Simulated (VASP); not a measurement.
Here is the system:

```yaml
crystal:
  lattice:
    - [4.54727, 0.00000, 0.00000]
    - [0.00000, 4.54727, 0.00000]
    - [0.00000, 0.00000, 3.19132]
  atoms:
    - { symbol: Ir, position: [0.00000, 0.00000, 0.00000] }
    - { symbol: Ir, position: [0.50000, 0.50000, 0.50000] }
    - { symbol: O, position: [0.30829, 0.30829, 0.00000] }
    - { symbol: O, position: [0.80829, 0.19171, 0.50000] }
    - { symbol: O, position: [0.19171, 0.80829, 0.50000] }
    - { symbol: O, position: [0.69171, 0.69171, 0.00000] }
```

Method: PW91 GGA, VASP's PBE PAW potentials (set 64) (plane waves; VASP 6.6.1). Settings: 520 eV cut-off, Gaussian smearing of 0.050 eV, potentials Ir O.

Unless said otherwise, spin-orbit coupling is left out, though it shifts the bands of the heavy elements here.

What does the run give for the band gap (along the path) with the smallest direct gap where there is one?

```yaml
band gap (along the path): none (metal, semimetal or under 0.01 eV)
```

The compound is IrO2 in the rutile structure. It was relaxed first.
